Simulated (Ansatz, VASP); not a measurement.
# Cross-check of Ag4BrCl3 between VASP and Ansatz

One calculation is typed for both programs; each brings its own data sets. How far apart do they land? The cell is generated by rule, not measured, and may not be a known phase. The cell is taken from a series of runs on this material, whose earlier steps may have relaxed, scaled, displaced or heated it; both programs get it as it stands.

Method: plane waves, with VASP 6.6.1 beside it; relaxation of cell and atoms at PBEsol, in Ansatz 0.2.0.

The structure was built from a prototype and need not be the compound's stable phase.

### 1. Starting point

Symmetry: P4/mmm, No. 123, tetragonal system. Conventional cell: a = 3.906 Å, b = 3.906 Å, c = 10.962 Å, α = 90.00°, β = 90.00°, γ = 90.00°. Nearest to Ag lie 5 Cl at 2.67 to 2.76 Å and 1 Br at 2.81 Å. Nearest to Ag lie 6 Cl at 2.68 to 2.76 Å. Ag has 4 Br at 2.76 Å and 2 Cl at 2.80 Å nearest. Nearest to Br lie 6 Ag at 2.76 to 2.81 Å. Nearest to Cl lie 6 Ag at 2.68 to 2.80 Å. Cl has 6 Ag at 2.67 to 2.76 Å nearest. Farther neighbours and most contacts between anions are not listed.

### 2. Ansatz: relaxation of cell and atoms, PBEsol

Ansatz runs on its default PAW (the set named soft_2) files.

The relaxed volume is the usual yardstick between codes: in a stiff, nearly cubic crystal its relative difference is about their pressure difference at one cell divided by the bulk modulus.

The input, input.yaml:

```yaml
crystal:
  lattice:
    - [2.7618910109, 2.7618910109, 0.0]
    - [-2.7618910109, 2.7618910109, 0.0]
    - [0.0, 0.0, 10.9624812242]
  atoms:
    - { symbol: Ag, position: [0.0, 0.0, 0.0061117754] }
    - { symbol: Ag, position: [0.5, 0.5, 0.25] }
    - { symbol: Ag, position: [0.0, 0.0, 0.4938882246] }
    - { symbol: Ag, position: [0.5, 0.5, 0.75] }
    - { symbol: Br, position: [0.0, 0.0, 0.75] }
    - { symbol: Cl, position: [0.5, 0.5, 0.005162205] }
    - { symbol: Cl, position: [0.0, 0.0, 0.25] }
    - { symbol: Cl, position: [0.5, 0.5, 0.494837795] }
kpoints:
  mp_grid: { grid: [8, 8, 4] }
hamiltonian:
  xc: pbesol
scf:
  occupations: { method: fixed }
output:
  forces: true
  stress: true
  eigenvalues: true
relax:
  adjacent_minimum: "off"
  f_tol: 0.001
  max_steps: 60
  cell: { stress_tol: 0.01 }
```

Command:

```bash
$ ansatz run input.yaml --threads 4 --pin off --max-ram 14336MiB --backend cpu --events-out ev --progress --plain --runs-dir out
```

Numbers of over 12 decimals in the logs are rounded to 6 here.

What it wrote:

```text
Engine: ansatz 0.2.0, aarch64-unknown-linux-gnu
Pseudopotentials: kind: paw
Pseudopotential: Ag, paw, valence charge 19, recommended cutoff 420 eV (normal), Ag.paw.azcp
Pseudopotential: Br, paw, valence charge 7, recommended cutoff 420 eV (normal), Br.paw.azcp
Pseudopotential: Cl, paw, valence charge 7, recommended cutoff 420 eV (normal), Cl.paw.azcp
Functional definition: PBEsol
  exchange = pbesol_x
  correlation = pbesol_c
Crystal: 8 atoms, lattice volume = 167.245 Å³
Basis set: ecut = 420 eV, 3325 PW (Γ), exchange–correlation on 54×54×150 points (8 copies of the dense FFT grid, shifted against one another)
Bands: 63, of which v1, the nominal top of the filled ones, is band 52 counted from 1 (51 counted from 0)
Symmetry: 16 space group operations
Space group: P4/mmm (ITA 123), of the structure as read, at distance tolerance 5.5e-5 Å
k-points: 45 of 256
Non-local potential: Ag, projectors of the file, l = 0: 3, l = 1: 2, l = 2: 2, l = 3: 1
Non-local potential: Br, projectors of the file, l = 0: 2, l = 1: 2, l = 2: 2
Non-local potential: Cl, projectors of the file, l = 0: 2, l = 1: 2, l = 2: 2
PAW form: soft (Blöchl's): semilocal exchange-correlation on the pseudo side does not see the compensation charge
PAW frozen core: Ag, regenerated for the run's functional, and the local potential with it (the file was generated under x = pbe(κ = 0.804, μ = 0.219515), c = pbe(β = 0.066725))
PAW frozen core: Br, regenerated for the run's functional, and the local potential with it (the file was generated under x = pbe(κ = 0.804, μ = 0.219515), c = pbe(β = 0.066725))
PAW frozen core: Cl, regenerated for the run's functional, and the local potential with it (the file was generated under x = pbe(κ = 0.804, μ = 0.219515), c = pbe(β = 0.066725))
PAW one-centre angular grid: Ag, 590 points (default); XC on 64 Gauss nodes
PAW one-centre angular grid: Br, 110 points (default); XC on 64 Gauss nodes
PAW one-centre angular grid: Cl, 110 points (default); XC on 64 Gauss nodes
Initial density: superposition of atomic densities (neutral atoms: chi_scale 0, normalization atom), corrected by the library's trained network
Initial wavefunctions: pseudopotential atomic-orbital guess
Functional: x = pbesol(κ = 0.804, μ = 0.123457), c = pbesol(β = 0.046)
SCF iter   1: F=—  HF=-36010.667362 eV  |F-HF|=—  |Δ(HF+E_count)|=         —  Δρ=7.50e-3  dr2=9.99e-2  ethr=1.77e-3  ⟨swp⟩=5.2  Hψ=8554  notcnv=0  defer=384
preconditioner: auto → Resta (q_TF=auto, 2.521 Å⁻¹)  ε∞=6.9  [insulator: Δε(μ)=0.358 eV  Ē_g=9.989 eV  n_scr=48 (ndim 8)  ℏωp=24.4 eV  f_vac=0.023  ε∞_Penn≈6.9]
SCF iter   2: F=—  HF=-36010.641247 eV  |F-HF|=—  |Δ(HF+E_count)|=   2.61e-2  Δρ=2.58e-3  dr2=1.36e-2  ethr=9.61e-5  ⟨swp⟩=2.0  Hψ=4714  notcnv=0  defer=405
SCF iter   3: F=—  HF=-36010.637621 eV  |F-HF|=—  |Δ(HF+E_count)|=   3.63e-3  Δρ=8.96e-4  dr2=1.44e-3  ethr=1.31e-5  ⟨swp⟩=2.0  Hψ=4205  notcnv=0  defer=405
SCF iter   4: F=—  HF=-36010.637529 eV  |F-HF|=—  |Δ(HF+E_count)|=   9.10e-5  Δρ=2.79e-4  dr2=1.16e-4  ethr=1.39e-6  ⟨swp⟩=2.4  Hψ=3871  notcnv=0  defer=372
SCF iter   5: F=—  HF=-36010.637599 eV  |F-HF|=—  |Δ(HF+E_count)|=   6.97e-5  Δρ=6.06e-5  dr2=5.95e-6  ethr=1.11e-7  ⟨swp⟩=2.4  Hψ=3764  notcnv=0  defer=295
SCF iter   6: F=—  HF=-36010.637658 eV  |F-HF|=—  |Δ(HF+E_count)|=   5.84e-5  Δρ=1.33e-5  dr2=2.86e-7  ethr=5.72e-9  ⟨swp⟩=2.0  Hψ=4049  notcnv=0  defer=277
SCF iter   7: F=-36010.637658 eV  HF=-36010.637658 eV  |F-HF|=1.64e-9  |Δ(HF+E_count)|=   3.14e-7  Δρ=4.02e-6  dr2=2.30e-8  ethr=9.62e-11  ⟨swp⟩=12.5  Hψ=15700  notcnv=0
SCF 1 converged in 7 iterations: F = -36010.637658 eV  dr2 = 2.30e-8
  greatest PAW one-centre occupation: 1.001 electrons in one spin orbital (limit 2), on the Ag atom at site 3 (counted from 0), in its partial waves of l = 0
relax step   1: F+E_penalty+E_count = -36010.63765793 eV  Δ(F+E_penalty+E_count) = +0.000e0 eV  max|allowed force component| = 3.519e-3 eV/Å  Δτ_max = 0.0000 Å  P = +0.028 GPa  Ω = 167.245 Å³  (7 SCF iters, dr2 threshold 1.00e-7 eV, accepted)
[...]
relax step   3: F+E_penalty+E_count = -36010.63766879 eV  Δ(F+E_penalty+E_count) = -1.031e-5 eV  max|allowed force component| = 2.456e-4 eV/Å  Δτ_max = 0.0003 Å  P = -0.006 GPa  Ω = 167.355 Å³  energy of the carried Pulay correction = -1.767e-5 eV  (4 SCF iters, dr2 threshold 3.27e-9 eV, accepted)
[...]
relax step   4: F+E_penalty+E_count = -36010.63767796 eV  Δ(F+E_penalty+E_count) = -9.165e-6 eV  max|allowed force component| = 9.485e-4 eV/Å  Δτ_max = 0.0002 Å  P = +0.001 GPa  Ω = 167.337 Å³  energy of the carried Pulay correction = -1.481e-5 eV  (4 SCF iters, dr2 threshold 1.28e-9 eV, accepted)
[...]
relax step   5: F+E_penalty+E_count = -36010.63769541 eV  Δ(F+E_penalty+E_count) = -1.745e-5 eV  max|allowed force component| = 9.524e-4 eV/Å  Δτ_max = 0.0000 Å  P = +0.001 GPa  Ω = 167.337 Å³  stress off target by 1.68e-3 GPa  SCF on the basis re-selected at this cell (its energy is not comparable with the rows above)  (6 SCF iters)
basis re-selected at this cell: Δ(F+E_penalty+E_count) = -1.745e-5 eV, ΔP = -0.000 GPa vs the last step (what re-selecting the basis moved, of the pressure what is left beyond the Pulay correction that the steps carried, after the strain that the cell walked since its last selection, with what the two solves' SCF thresholds leave and, on support functions, any second-order correction that the steps lacked; it is no m [...]
SCF converged after 6 iterations
Free energy (F): -36010.637695 eV
Harris-Foulkes:  -36010.637695 eV  (|F-HF|=1.46e-11)
Internal energy: -36010.637695 eV  (E = F + TS)
E sigma→0 (E₀):  -36010.637695 eV
Fermi energy:    9.066085 eV
--- Per-component energies (eV) ---
  E_band       = -1386.956345
  E_kinetic    = 2728.628495
  E_local      = -12708.394558  (includes V_loc(G=0)·N_el)
  E_nonlocal   = 503.567504
  E_hartree    = 5576.726399
  E_xc         = -1306.173749
  E_vxc        = -1394.919164  (∫ρ·V_xc dr)
  E_paw        = -19480.250052  (= ΣΔE_a)
  E_vpaw       = -1669.292915  (= ΣTr[D̂ρ^β])
  E_aug_tail   = 0.001477  (compensation charges beyond the density's cutoff)
  E_ewald      = -11326.361736
  E_core_change = 1.618523  (= ΣΔE_core)
  E_smearing   = -0.000000  (= −TS)
  E_closure    = 0.000000  (closes the sum)
  Σ components = -36010.637695   (vs F -36010.637695, Δ=0.00e0)
--- Forces (eV/Å), atoms counted from 1 ---
  atom   1  Ag     0.00000000    -0.00000000    -0.00095242
  atom   2  Ag     0.00000000     0.00000000     0.00000000
  atom   3  Ag     0.00000000    -0.00000000     0.00095242
  atom   4  Ag    -0.00000000     0.00000000     0.00000000
  atom   5  Br     0.00000000     0.00000000     0.00000000
  atom   6  Cl    -0.00000000     0.00000000    -0.00009438
  atom   7  Cl     0.00000000    -0.00000000     0.00000000
  atom   8  Cl    -0.00000000     0.00000000     0.00009438
  max |Σ_I F_I| component: 2.17e-19 eV/Å
--- Stress (GPa, compression-positive) ---
        0.001676       0.000000       0.000000
        0.000000       0.001676       0.000000
        0.000000       0.000000      -0.001237
  P = ⅓ Tr σ = 0.0007 GPa (0.007 kbar)
--- Band table (eV; the first three rows and the last of 45) ---
  k-point 0: bands = [... 48 lower, 6.9495, 6.9495, 7.2758, 7.2883, 9.4930, 10.7334, 12.1436, 12.4074, ... 7 higher]
  k-point 1: bands = [... 48 lower, 6.9028, 6.9028, 7.2273, 7.2501, 9.8167, 10.8767, 11.6305, 12.0521, ... 7 higher]
  k-point 2: bands = [... 48 lower, 6.8817, 7.0583, 7.0911, 7.1865, 10.5326, 10.7556, 11.2044, 11.5511, ... 7 higher]
  k-point 44: bands = [... 48 lower, 6.8499, 7.1789, 7.2062, 7.2700, 11.1372, 11.6436, 11.8080, 11.8249, ... 7 higher]
--- Relaxed structure (4 steps of the walk, 4 accepted, 1 SCFs on fresh bases) ---
  F+E_penalty+E_count = -36010.63769541 eV   max|allowed force component| = 9.524e-4 eV/Å   (the final SCF, on the basis selected at the relaxed cell)
  cell:  # Å, volume = 167.3373 Å³
    - [2.763522, 2.763522, 0.0]
    - [-2.763522, 2.763522, 0.0]
    - [0.0, 0.0, 10.955616]
  atoms:
    - { symbol: Ag, position: [0, 0, 0.00622261] }
    - { symbol: Ag, position: [0.5, 0.5, 0.250000] }
    - { symbol: Ag, position: [0, 0, 0.493777] }
    - { symbol: Ag, position: [0.5, 0.5, 0.75] }
    - { symbol: Br, position: [0, 0, 0.75] }
    - { symbol: Cl, position: [0.5, 0.5, 0.00526956] }
    - { symbol: Cl, position: [0, 0, 0.250000] }
    - { symbol: Cl, position: [0.5, 0.5, 0.494730] }
```

The column dr2 measures how far the density is from self-consistency, as an energy; F and HF (Harris–Foulkes) agree once it is small.

(Continued in part 2 of 2.)

[Lines on the potential files, build, host, timing and source positions are cut from VASP's logs without a mark.]

[Logs are printed without paths, hosts, clocks, repeated set-up lines and the standing remarks that a program may print on its own settings, such as how far it seeks lower states.]

[Hosts, paths, dates, database ids (printed as entryN), source tags and the programs' standing remarks are cut or masked in the printed files.]
